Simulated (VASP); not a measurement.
Input:

```
CELL_PARAMETERS angstrom
      4.46264     0.00000     0.00000
      0.00000     4.46264     0.00000
      0.00000     0.00000     2.96425
ATOMIC_POSITIONS crystal
  Mg 0.00000 0.00000 0.00000
  Mg 0.50000 0.50000 0.50000
  F  0.30216 0.30216 0.00000
  F  0.80216 0.19784 0.50000
  F  0.19784 0.80216 0.50000
  F  0.69784 0.69784 0.00000
```

Computed with LDA (Ceperley-Alder, Perdew-Zunger), VASP's LDA PAW potentials (set 64) (plane waves; VASP). Numerical set-up: 620 eV cut-off, 5×5×8 Γ-centred mesh, Gaussian smearing of 0.050 eV, potentials Mg F.

Energy and stress use the plane-wave basis of the starting cell.

The ions, cell shape and volume at an external pressure of 10.0 GPa are relaxed. Predict the relaxed structure.

```
CELL_PARAMETERS angstrom
      4.41143     0.00000     0.00000
      0.00000     4.41143     0.00000
      0.00000     0.00000     2.93650
ATOMIC_POSITIONS crystal
  Mg 0.00000 0.00000 0.00000
  Mg 0.50000 0.50000 0.50000
  F  0.30180 0.30180 0.00000
  F  0.80180 0.19820 0.50000
  F  0.19820 0.80180 0.50000
  F  0.69820 0.69820 0.00000
```
Space group P4_2/mnm (136), at a tolerance of 0.03 Å.

How do energy and volume change from the first to the last step?

The energy (σ→0) changes by +14.8 meV/atom and the volume by -3.2 %, in 5 ionic steps.

```json
[
 {"step": "1", "E(σ→0) (eV)": "-35.0503", "max force (eV/Å)": "0.006", "pressure (GPa)": "5.15", "volume (Å³)": "59.03"},
 {"step": "2", "E(σ→0) (eV)": "-34.9183", "max force (eV/Å)": "0.059", "pressure (GPa)": "12.04", "volume (Å³)": "56.53"},
 {"step": "3", "E(σ→0) (eV)": "-34.9644", "max force (eV/Å)": "0.044", "pressure (GPa)": "9.99", "volume (Å³)": "57.20"},
 {"step": "4", "E(σ→0) (eV)": "-34.9621", "max force (eV/Å)": "0.045", "pressure (GPa)": "10.10", "volume (Å³)": "57.16"},
 {"step": "5", "E(σ→0) (eV)": "-34.9614", "max force (eV/Å)": "0.002", "pressure (GPa)": "10.11", "volume (Å³)": "57.15"}
]
```

The compound is MgF2 in the rutile structure. This run relaxes it under an external pressure of 10 GPa. Symmetry was kept, so distortions that lower it aren't found.
